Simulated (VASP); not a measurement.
# FeBi (Fm-3m) in VASP: single point with PBE

Aim: the single point of FeBi with PBE.

Everything below comes from runs of VASP 6.6.1. Logs are shortened: lines on timing, memory, paths and dates and some standing lists are left out, and cuts for length are marked.

## (1) Starting point

Symmetry: Fm-3m, No. 225, cubic system. Conventional cell: a = 5.777 Å, b = 5.777 Å, c = 5.777 Å, α = 90.00°, β = 90.00°, γ = 90.00°. Bi (site symmetry m-3m) has 6 Fe at 2.89 Å as nearest neighbours. Fe (site symmetry m-3m) is surrounded by 6 Bi at 2.89 Å.

The cell was built by a generator and needn't be a form met in nature.

## (2) Single point, PBE

INCAR reads:

```
ALGO = Normal ; EDIFF = 1E-7
ENCUT = 520 ; GGA = PE
ISIF = 2 ; ISMEAR = 0
LASPH = True ; LCHARG = False
LREAL = False ; LWAVE = False
NBANDS = 18 ; NELM = 80
PREC = Accurate ; SIGMA = 0.0512
```

KPOINTS reads:

```
k-points
0
Gamma
  10 10 10
```

POSCAR reads:

```
FeBi
1.0
    0.0000000000      2.8884190000      2.8884190000
    2.8884190000      0.0000000000      2.8884190000
    2.8884190000      2.8884190000      0.0000000000
Bi Fe
1 1
Direct
    0.0000000000      0.0000000000      0.0000000000
    0.5000000000      0.5000000000      0.5000000000
```

Potentials or basis: VASP PAW PBE potentials, release 64 (Bi_d, Fe).

On the command line:

```bash
> cat potpaw_PBE.64/Bi_d/POTCAR potpaw_PBE.64/Fe/POTCAR > POTCAR
> mpirun -np 1 vasp_std > vasp.out
```

OUTCAR:

```text
EDIFF = 1E-7
   ENCUT = 520
   GGA = PE
   ISIF = 2
   ISMEAR = 0
   LASPH = True
   LREAL = False
   NELM = 80
   PREC = Accurate

 ion  position               nearest neighbor table
   1  0.000  0.000  0.000-   2 2.89   2 2.89   2 2.89   2 2.89   2 2.89   2 2.89
   2  0.500  0.500  0.500-   1 2.89   1 2.89   1 2.89   1 2.89   1 2.89   1 2.89

  LATTYP: Found a face centered cubic cell.
 ALAT       =     5.7768380000

  Lattice vectors:

 A1 = (   0.0000000000,   2.8884190000,   2.8884190000)
 A2 = (   2.8884190000,   0.0000000000,   2.8884190000)
 A3 = (   2.8884190000,   2.8884190000,   0.0000000000)

Analysis of symmetry for initial positions (statically):
=====================================================================
 Subroutine PRICEL returns:
 Original cell was already a primitive cell.

 Routine SETGRP: Setting up the symmetry group for a
 face centered cubic supercell.

 Subroutine GETGRP returns: Found 48 space group operations
 (whereof 48 operations were pure point group operations)
 out of a pool of 48 trial point group operations.

The static configuration has the point symmetry O_h .

Analysis of symmetry for dynamics (positions and initial velocities):
=====================================================================
 Subroutine PRICEL returns:
 Original cell was already a primitive cell.

 Routine SETGRP: Setting up the symmetry group for a
 face centered cubic supercell.

 Subroutine GETGRP returns: Found 48 space group operations
 (whereof 48 operations were pure point group operations)
 out of a pool of 48 trial point group operations.

The dynamic configuration has the point symmetry O_h .

 Subroutine INISYM returns: Found 48 space group operations
 (whereof 48 operations are pure point group operations),
 and found     1 'primitive' translations

----------------------------------------------------------------------------------------

                                     Primitive cell

  volume of cell :      48.1960

  direct lattice vectors                    reciprocal lattice vectors
     0.000000000  2.888419000  2.888419000    -0.173105079  0.173105079  0.173105079
     2.888419000  0.000000000  2.888419000     0.173105079 -0.173105079  0.173105079
     2.888419000  2.888419000  0.000000000     0.173105079  0.173105079 -0.173105079

  length of vectors
     4.084841324  4.084841324  4.084841324     0.299826792  0.299826792  0.299826792

[... 79 lines left out ...]
   NELM   =     80;   NELMIN=  2; NELMDL= -5     # of ELM steps
   EDIFF  = 0.1E-06   stopping-criterion for ELM
   LREAL  =      F    real-space projection
   EDIFFG = 0.1E-05   stopping-criterion for IOM
   NSW    =      0    number of steps for IOM
   IBRION =     -1    ionic relax: 0-MD 1-quasi-New 2-CG
   NFREE  =      0    steps in history (QN), initial steepest desc. (CG)
   ISIF   =      2    stress and relaxation
   ISYM   =      2    0-nonsym 1-usesym 2-fastsym
   POTIM  = 0.5000    time-step for ionic-motion
   TEBEG  =    0.0;   TEEND  =   0.0 temperature during run
   PSTRESS=    0.0 pullay stress
   NELECT =      23.0000    total number of electrons
   NUPDOWN=      -1.0000    fix difference up-down
   EMIN   =  10.00;   EMAX   =-10.00  energy-range for DOS
   EFERMI =   0.00;   METHOD = LEGACY
   ISMEAR =     0;   SIGMA  =   0.05  broadening in eV -4-tet -1-fermi 0-gaus
   EFERMI_NEDOS =   21; number of points for ismear=-14 and -15
   IALGO  =     38    algorithm
   IMIX   =      4    mixing-type and parameters
     AMIX     =   0.40;   BMIX     =  1.00
     AMIX_MAG =   1.60;   BMIX_MAG =  1.00
  volume/ion in A,a.u.               =      24.10       162.62
  Fermi-wavevector in a.u.,A,eV,Ry     =   1.279324  2.417572 22.268250  1.636670
  Thomas-Fermi vector in A             =   2.411816
   LORBIT       =      0    0 simple, 1 ext, 2 COOP (PROOUT), +10 PAW based schemes
   GGA     = PE    functional components
   LHFCALC =     F    Hartree Fock is set to
   AEXX    =    0.0000 exact exchange contribution
   IVDW    =     0    specifies the selected vdW correction
   LEPSILON=     F    determine dielectric tensor
   LRPA    =     F    only Hartree local field effects (RPA)
 non-spin polarized calculation
 Gauss-broadening in eV      SIGMA  =   0.05
  energy-cutoff  :      520.00
  volume of cell :       48.20
 maximum number of plane-waves:      1315
   NGX = 15   NGY = 15   NGZ = 15

 number of electron      23.0000005 magnetization

 Free energy of the ion-electron system (eV)
  ---------------------------------------------------
  ext. energy  EPLUGINS =         0.00000000
  ---------------------------------------------------
  free energy    TOTEN  =        -9.90155629 eV

  energy without entropy =       -9.88954120  energy(sigma->0) =       -9.89554875

 E-fermi :   5.6576     XC(G=0): -10.4464

 val. band max:        5.6539231360   @ k =  -0.4000   0.3000   0.0000
 cond. band min:       5.6646066050   @ k =   0.3000   0.1000   0.0000
 fundamental gap:      0.0106834690
 Fermi energy:         5.6576092768

 k-point     1 :       0.0000    0.0000    0.0000
  band No.  band energies     occupation
      1     -16.7943      2.00000
      2     -16.7943      2.00000
      3     -16.7694      2.00000
      4     -16.7694      2.00000
      5     -16.7694      2.00000
      6      -6.2347      2.00000
[... 481 lines left out ...]
      5     -16.7378      2.00000
      6      -4.8524      2.00000
[... 10 lines left out ...]
     17      15.8727      0.00000
     18      16.2764      0.00000

 [... further k-points ...]

------------------------ aborting loop because EDIFF is reached ----------------------------------------

  FORCE on cell =-STRESS in cart. coord.  units (eV):
  Direction    XX          YY          ZZ          XY          YZ          ZX
  --------------------------------------------------------------------------------------
  -------------------------------------------------------------------------------------
  Total       -3.7301399     -3.7301399     -3.7301399     -0.0000000     -0.0000000      0.0000000
  in kB     -124.0009827   -124.0009827   -124.0009827     -0.0000000     -0.0000000      0.0000000
  external PRESSURE =    -124.0009827 kB  Pullay stress =       0.0000000 kB

 VOLUME and BASIS-vectors are now :
 -----------------------------------------------------------------------------
  energy-cutoff  :      520.00
  volume of cell :       48.20
      direct lattice vectors                 reciprocal lattice vectors
     0.000000000  2.888419000  2.888419000    -0.173105079  0.173105079  0.173105079
     2.888419000  0.000000000  2.888419000     0.173105079 -0.173105079  0.173105079
     2.888419000  2.888419000  0.000000000     0.173105079  0.173105079 -0.173105079

 POSITION                                       TOTAL-FORCE (eV/Angst)
 -----------------------------------------------------------------------------------
      0.00000      0.00000      0.00000        -0.000000     -0.000000     -0.000000
      2.88842      2.88842      2.88842         0.000000      0.000000      0.000000
 -----------------------------------------------------------------------------------
    total drift:                                0.000000      0.000000      0.000000

  FREE ENERGIE OF THE ION-ELECTRON SYSTEM (eV)
  ---------------------------------------------------
  free  energy   TOTEN  =        -9.9015562897 eV

  energy  without entropy=       -9.8895412016  energy(sigma->0) =       -9.89554875
```

OSZICAR:

```text
N       E                     dE             d eps       ncg     rms          rms(c)
DAV:   1     0.187734900225E+03    0.18773E+03   -0.11295E+04  1692   0.149E+03
DAV:   2     0.201061130205E+01   -0.18572E+03   -0.18220E+03  1692   0.363E+02
DAV:   3    -0.102654783870E+02   -0.12276E+02   -0.12128E+02  1930   0.106E+02
DAV:   4    -0.106175487528E+02   -0.35207E+00   -0.35167E+00  1988   0.192E+01
DAV:   5    -0.106350500676E+02   -0.17501E-01   -0.17500E-01  2328   0.392E+00    0.831E+00
DAV:   6    -0.149453021754E+02   -0.43103E+01   -0.45191E+01  1996   0.511E+01    0.235E+01
DAV:   7    -0.988988847372E+01    0.50554E+01   -0.30869E+01  1792   0.423E+01    0.161E+00
DAV:   8    -0.990100395119E+01   -0.11115E-01   -0.37536E-01  1838   0.401E+00    0.741E-01
DAV:   9    -0.990089295137E+01    0.11100E-03   -0.22575E-02  2462   0.126E+00    0.318E-01
DAV:  10    -0.990148846974E+01   -0.59552E-03   -0.87056E-04  1838   0.223E-01    0.791E-02
DAV:  11    -0.990155149687E+01   -0.63027E-04   -0.51485E-05  1992   0.617E-02    0.327E-02
DAV:  12    -0.990155648938E+01   -0.49925E-05   -0.25265E-05  2222   0.371E-02    0.462E-03
DAV:  13    -0.990155629608E+01    0.19330E-06   -0.11219E-06  2086   0.860E-03    0.170E-03
DAV:  14    -0.990155640696E+01   -0.11088E-06   -0.68673E-08  1000   0.209E-03    0.146E-03
DAV:  15    -0.990155626998E+01    0.13698E-06   -0.32280E-08   934   0.125E-03    0.236E-04
DAV:  16    -0.990155628972E+01   -0.19736E-07   -0.42667E-09   912   0.701E-04
   1 F= -.99015563E+01 E0= -.98955487E+01  d E =-.120151E-01
```

stdout:

```text
POSCAR found type information on POSCAR BiFe
 POSCAR found :  2 types and       2 ions
 scaLAPACK will be used
 LDA part: xc-table for (Slater+PW92), standard interpolation
 POSCAR, INCAR and KPOINTS ok, starting setup
 FFT: planning ... GRIDC
 FFT: planning ... GRID_SOFT
 FFT: planning ... GRID
 WAVECAR not read
 entering main loop
```

It took 33 s on 1 thread of Intel Xeon Platinum 8488C (Sapphire Rapids), shared host; peak memory 0.19 GiB.

What came out:

```
Free energy            : -9.9016 eV
Pressure               : -12.4 GPa
Band gap on the k mesh : none (metal or under the smearing width)
```

Levels at points of the mesh, in eV from the Fermi level:
| k point | band 9 | band 10 | band 11 | band 12 | band 13 | band 14 |
| --- | --- | --- | --- | --- | --- | --- |
| (0.00, 0.00, 0.00) | -0.52 | -0.43 | -0.43 | 1.89 | 1.89 | 1.89 |
| (0.50, 0.00, 0.00) | -1.67 | -0.21 | -0.21 | -0.05 | 3.51 | 3.51 |
| (0.50, 0.50, 0.00) | -0.76 | -0.76 | -0.27 | -0.06 | -0.06 | 0.20 |

Caveat: spin-orbit coupling is left out, which moves the levels of the heavy elements.
